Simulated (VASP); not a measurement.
Output of a VASP run:

File OSZICAR:
```
       N       E                     dE             d eps       ncg     rms          rms(c)
DAV:   1     0.368628225911E+03    0.36863E+03   -0.22943E+04   268   0.581E+02
DAV:   2    -0.415682902380E+02   -0.41020E+03   -0.39310E+03   325   0.161E+02
DAV:   3    -0.814692691443E+02   -0.39901E+02   -0.39303E+02   328   0.510E+01
DAV:   4    -0.826447271015E+02   -0.11755E+01   -0.11673E+01   352   0.880E+00
DAV:   5    -0.826897129840E+02   -0.44986E-01   -0.44904E-01   360   0.139E+00    0.132E+01
DAV:   6    -0.800597760670E+02    0.26299E+01   -0.83485E+00   336   0.648E+00    0.867E+00
DAV:   7    -0.800841669338E+02   -0.24391E-01   -0.13930E+00   336   0.289E+00    0.293E+00
DAV:   8    -0.800810318361E+02    0.31351E-02   -0.92578E-02   368   0.876E-01    0.975E-01
DAV:   9    -0.800841604270E+02   -0.31286E-02   -0.15501E-02   360   0.446E-01    0.213E-01
DAV:  10    -0.800848716655E+02   -0.71124E-03   -0.26545E-03   312   0.169E-01    0.115E-01
DAV:  11    -0.800852566542E+02   -0.38499E-03   -0.67848E-04   352   0.713E-02    0.568E-02
DAV:  12    -0.800854531633E+02   -0.19651E-03   -0.21720E-04   328   0.498E-02    0.164E-02
DAV:  13    -0.800854950330E+02   -0.41870E-04   -0.62119E-05   312   0.245E-02    0.994E-03
DAV:  14    -0.800855014160E+02   -0.63831E-05   -0.79115E-06   312   0.842E-03    0.293E-03
DAV:  15    -0.800855029387E+02   -0.15227E-05   -0.25236E-06   248   0.456E-03    0.169E-03
DAV:  16    -0.800855033060E+02   -0.36734E-06   -0.21608E-07   200   0.137E-03
   1 F= -.80085503E+02 E0= -.80085503E+02  d E =-.722976E-42
```

### OUTCAR
```
------------------------ aborting loop because EDIFF is reached ----------------------------------------
  FORCE on cell =-STRESS in cart. coord.  units (eV):
  Direction    XX          YY          ZZ          XY          YZ          ZX
  --------------------------------------------------------------------------------------
  Total      -11.1379628    -11.2162331    -15.6507458      0.0000000     -0.0000000      0.0000000
  in kB      -28.7490003    -28.9510294    -40.3972705      0.0000000     -0.0000000      0.0000000
  external PRESSURE =     -32.6991001 kB  Pullay stress =       0.0000000 kB
  volume of cell :      620.72
      direct lattice vectors                 reciprocal lattice vectors
    12.648870000  0.000000000  0.000000000     0.079058446  0.000000000  0.000000000
     0.000000000  4.094396000  0.000000000     0.000000000  0.244236268  0.000000000
     0.000000000  0.000000000 11.985386000     0.000000000  0.000000000  0.083434943
 POSITION                                       TOTAL-FORCE (eV/Angst)
 -----------------------------------------------------------------------------------
      1.77489      3.07080      0.45652        -0.234889      0.000000      0.270477
     10.87398      1.02360     11.52886         0.234889      0.000000     -0.270477
      4.54955      1.02360      6.44922         0.234889      0.000000      0.270477
      8.09932      3.07080      5.53617        -0.234889      0.000000     -0.270477
      0.42766      1.02360      3.95026         0.407582      0.000000      0.071517
     12.22121      3.07080      8.03512        -0.407582      0.000000     -0.071517
      5.89678      3.07080      9.94296        -0.407582      0.000000      0.071517
      6.75209      1.02360      2.04243         0.407582      0.000000     -0.071517
     11.99556      3.07080      1.52850         0.120670      0.000000     -0.073302
      0.65331      1.02360     10.45689        -0.120670     -0.000000      0.073302
      6.97775      1.02360      7.52119        -0.120670     -0.000000     -0.073302
      5.67112      3.07080      4.46420         0.120670     -0.000000      0.073302
      2.59719      1.02360      2.30239        -0.283413     -0.000000     -0.227820
     10.05168      3.07080      9.68299         0.283413      0.000000      0.227820
      3.72724      3.07080      8.29509         0.283413     -0.000000     -0.227820
      8.92163      1.02360      3.69030        -0.283413      0.000000      0.227820
      7.93527      3.07080      0.64841        -0.135598      0.000000      0.154804
      4.71360      1.02360     11.33698         0.135598     -0.000000     -0.154804
     11.03804      1.02360      6.64110         0.135598     -0.000000      0.154804
      1.61083      3.07080      5.34428        -0.135598      0.000000     -0.154804
 -----------------------------------------------------------------------------------
    total drift:                                0.000000      0.000000     -0.000000
  FREE ENERGIE OF THE ION-ELECTRON SYSTEM (eV)
  ---------------------------------------------------
  free  energy   TOTEN  =       -80.0855033060 eV

  energy  without entropy=      -80.0855033060  energy(sigma->0) =      -80.08550331
```
(Selected blocks of OUTCAR.)

**POSCAR**
```
Sb2Se3
1
   12.6488700000     0.0000000000     0.0000000000
    0.0000000000     4.0943960000     0.0000000000
    0.0000000000     0.0000000000    11.9853860000
Sb Se
8 12
Direct
  0.1403200000   0.7500000000   0.0380900000
  0.8596800000   0.2500000000   0.9619100000
  0.3596800000   0.2500000000   0.5380900000
  0.6403200000   0.7500000000   0.4619100000
  0.0338100000   0.2500000000   0.3295900000
  0.9661900000   0.7500000000   0.6704100000
  0.4661900000   0.7500000000   0.8295900000
  0.5338100000   0.2500000000   0.1704100000
  0.9483500000   0.7500000000   0.1275300000
  0.0516500000   0.2500000000   0.8724700000
  0.5516500000   0.2500000000   0.6275300000
  0.4483500000   0.7500000000   0.3724700000
  0.2053300000   0.2500000000   0.1921000000
  0.7946700000   0.7500000000   0.8079000000
  0.2946700000   0.7500000000   0.6921000000
  0.7053300000   0.2500000000   0.3079000000
  0.6273500000   0.7500000000   0.0541000000
  0.3726500000   0.2500000000   0.9459000000
  0.8726500000   0.2500000000   0.5541000000
  0.1273500000   0.7500000000   0.4459000000
```

### Question
Reconstruct the remaining input files.

### Answer
Several could match; the one computed here: the input of the run itself, PBE GGA, plane waves, VASP's PBE PAW potentials (set 64).

**INCAR**
```
# general
SYSTEM  = Sb2Se3
PREC    = Accurate
ENCUT   = 180
LREAL   = Auto   # projection in real space or not
LASPH   = .TRUE.   # aspherical one-centre terms

# electronic loop
EDIFF   = 1E-6   # SCF stop (eV)
NELM    = 100
ALGO    = Normal   # blocked Davidson
LMAXMIX = 4   # l cut-off of mixed one-centre charges

# smearing
ISMEAR  = 0   # Gaussian
SIGMA   = 0.01

# functional
GGA     = PE   # PBE

# ions
ISIF    = 2   # forces and stress, cell fixed

# output
LWAVE   = .FALSE.
LCHARG  = .FALSE.
```

File KPOINTS:
```
Automatic mesh
0
Gamma
1 3 1
0 0 0
```

POTCAR, in this order: Sb Se (PBE.64 set). Program: vasp_std.

At this cut-off the stress carries a Pulay error, which pulls relaxed volumes low.

The structure comes from a computed database's Sb2Se3 entry; how it stands against other phases isn't given here. The cell was not relaxed at this level. The k-mesh is coarse (spacing up to 0.52 per Å, 2π included), so the numbers may not be converged in it. The run is one of a series of settings (ENCUT = 180 against the base run), some of them coarse on purpose.
